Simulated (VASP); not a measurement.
Method: PBE GGA, VASP's PBE PAW potentials (set 64) (plane waves; VASP).

VASP ran on this input.

**KPOINTS**
```
K-points
0
gamma
14 14 14
0 0 0
```

### INCAR
```
! general
SYSTEM   =  Ag
PREC     =  Accurate
ENCUT    =  400
LREAL    =  .False.
LASPH    =  .True.

! electronic loop
EDIFF    =  1E-6
NELM     =  100
ALGO     =  Normal
LMAXMIX  =  4

! smearing
ISMEAR   =  1
SIGMA    =  0.1

! functional
GGA      =  PE

! ions
ISIF     =  2

! output
LWAVE    =  .False.
LCHARG   =  .False.
```

**POSCAR**
```
Ag
1
    0.0000000000     2.0450000000     2.0450000000
    2.0450000000     0.0000000000     2.0450000000
    2.0450000000     2.0450000000     0.0000000000
Ag
1
Direct
  0.0000000000   0.0000000000   0.0000000000
```

POTCAR, in this order: Ag (PBE.64 set). Program: vasp_std.

**Question.** What will the output report for the number of irreducible k-points (NKPTS), number of bands (NBANDS), largest plane-wave count, number of space-group operations, FFT grid (NGX, NGY, NGZ)?

**Answer.** 
number of irreducible k-points (NKPTS): 104
number of bands (NBANDS): 9
largest plane-wave count: 331
number of space-group operations: 48
FFT grid (NGX, NGY, NGZ): 20 × 20 × 20

The compound is Ag in the fcc structure. The cell was not relaxed at this level.
